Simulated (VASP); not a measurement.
Input of a VASP 6.6.1 run:

File INCAR:

```
SYSTEM = LiTi
PREC = Accurate
ENCUT = 520
EDIFF = 1E-7
ISMEAR = -1
SIGMA = 0.05
LREAL = .FALSE.
LASPH = .TRUE.
NELM = 60
ALGO = Normal
ISIF = 2
LWAVE = .FALSE.
LCHARG = .FALSE.
LDIPOL = .TRUE.
IDIPOL = 3
DIPOL = 0.5 0.5 0.294
GGA = PE
LUSE_VDW = .TRUE.
IVDW_NL = 2
BPARAM = 10.0
CPARAM = 0.0093
IBRION = 2
NSW = 40
EDIFFG = -0.01
```

KPOINTS

```
regular mesh
0
G
  7 7 1
  0 0 0
```

POSCAR

```
LiTi
1.0
    3.6389800000      0.0000000000      0.0000000000
    0.0000000000      3.6389800000      0.0000000000
    0.0000000000      0.0000000000     23.8000000000
Li Ti
1 1
Selective dynamics
Direct
    0.0000000000      0.0000000000      0.2941200000  F F F
    0.5000000000      0.5000000000      0.2941200000  T T T
```

Potentials or basis: VASP PAW PBE potentials, release 64 (Li_sv, Ti_sv).

The run is started by

```bash
$ cat potpaw_PBE.64/Li_sv/POTCAR potpaw_PBE.64/Ti_sv/POTCAR > POTCAR
$ mpirun -np 1 vasp_std > vasp.out
```

Q: Predict the band gap on the k mesh.

A: None (metal or under the smearing width).

Final structure:
```xyz
2
Lattice="3.6390 0.0000 0.0000 0.0000 3.6390 0.0000 0.0000 0.0000 23.8000" Properties=species:S:1:pos:R:3 pbc="T T T"
Li    0.0000    0.0000    7.0001
Ti    1.8195    1.8195    7.0001
```

Caveat: the relaxation stopped at its first step, so nothing moved.
